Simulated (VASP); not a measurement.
Consider the following.

```
CELL_PARAMETERS angstrom
      0.00000     1.81300     1.81300
      1.81300     0.00000     1.81300
      1.81300     1.81300     0.00000
ATOMIC_POSITIONS crystal
  B  0.00000 0.00000 0.00000
  N  0.75000 0.75000 0.75000
```

Computed with modified Becke-Johnson potential (mBJ), VASP's PBE PAW potentials (set 64) (plane waves; VASP). Settings: 500 eV cut-off, 10×10×10 Γ-centred mesh, Gaussian smearing of 0.050 eV, potentials B N.

mBJ is a potential without an energy functional, so only the levels count.

### Question
Give the energies of bands 2 to 5 at the high-symmetry points, in eV from the valence-band maximum.

### Answer

```csv
band,Γ,X,U,L,W
2,0.00,-8.73,-7.99,-10.25,-7.53
3,0.00,-4.64,-7.15,-1.82,-6.55
4,0.00,-4.64,-3.84,-1.82,-5.99
5,10.25,5.78,8.15,10.95,10.87
```

The gap is indirect, 5.78 eV, from the valence maximum at Γ to the conduction minimum at X.

The structure comes from a computed database's BN entry (F-43m); how it stands against other phases isn't given here. The cell was not relaxed at this level. The cell's shape comes from a PBE relaxation.
